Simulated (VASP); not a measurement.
A convergence study with VASP on Ir (fcc): one setting is varied, all else stays as given below, so the limit is that of these other settings.

```yaml
crystal:
  lattice:
    - [0.00000, 1.92000, 1.92000]
    - [1.92000, 0.00000, 1.92000]
    - [1.92000, 1.92000, 0.00000]
  atoms:
    - { symbol: Ir, position: [0.00000, 0.00000, 0.00000] }
```

The numbers are results of PBE GGA, VASP's PBE PAW potentials (set 64) (plane waves; VASP), not measurements. The tightest run used: 550 eV cut-off, 22×22×22 Monkhorst-Pack mesh, first-order Methfessel-Paxton smearing of 0.10 eV, potentials Ir.

Q: The settings run are 1×1×1 mesh; 2×2×2 mesh; 3×3×3 mesh; 4×4×4 mesh; 5×5×5 mesh; 6×6×6 mesh; 7×7×7 mesh; 8×8×8 mesh; 9×9×9 mesh; 10×10×10 mesh; 11×11×11 mesh; 12×12×12 mesh; 13×13×13 mesh; 14×14×14 mesh; 15×15×15 mesh; 16×16×16 mesh; 17×17×17 mesh; 18×18×18 mesh; 19×19×19 mesh; 20×20×20 mesh; 21×21×21 mesh; 22×22×22 mesh. From which on does the energy per atom stay within 0.005 eV/atom of the tightest run?

A: From 20×20×20 mesh on: it is off by 0.0012 there and by no more than 0.005 in any finer run, while 19×19×19 mesh is off by 0.0070.
```
setting        E (eV/atom)  pressure (GPa)  irreducible k-points  difference judged (eV/atom)
-------------  -----------  --------------  --------------------  ---------------------------
1×1×1 mesh        -17.7777          -47.92                     1                       8.9388
2×2×2 mesh         -9.5198           -0.53                     2                       0.6809
3×3×3 mesh         -7.5198           34.97                     4                       1.3191
4×4×4 mesh         -8.7787           10.68                    10                       0.0602
5×5×5 mesh         -8.5891           13.70                    10                       0.2498
6×6×6 mesh         -8.8601            8.92                    28                       0.0212
7×7×7 mesh         -8.9168            8.29                    20                       0.0779
8×8×8 mesh         -8.8255            9.85                    60                       0.0134
9×9×9 mesh         -8.8612            8.90                    35                       0.0223
10×10×10 mesh      -8.8466            9.29                   110                       0.0077
11×11×11 mesh      -8.8105            9.93                    56                       0.0285
12×12×12 mesh      -8.8374            9.51                   182                       0.0015
13×13×13 mesh      -8.8313            9.70                    84                       0.0076
14×14×14 mesh      -8.8397            9.38                   280                       0.0008
15×15×15 mesh      -8.8448            9.32                   120                       0.0058
16×16×16 mesh      -8.8390            9.46                   408                       0.0000
17×17×17 mesh      -8.8403            9.38                   165                       0.0014
18×18×18 mesh      -8.8392            9.45                   570                       0.0003
19×19×19 mesh      -8.8319            9.61                   220                       0.0070
20×20×20 mesh      -8.8402            9.41                   770                       0.0012
21×21×21 mesh      -8.8393            9.46                   286                       0.0004
22×22×22 mesh      -8.8389            9.45                  1012                       0.0000
```

Left out are rungs that failed or repeat a setting and relaxations that didn't move; long series are thinned to 24 rows.

The compound is Ir in the fcc structure. The cell was not relaxed at this level.
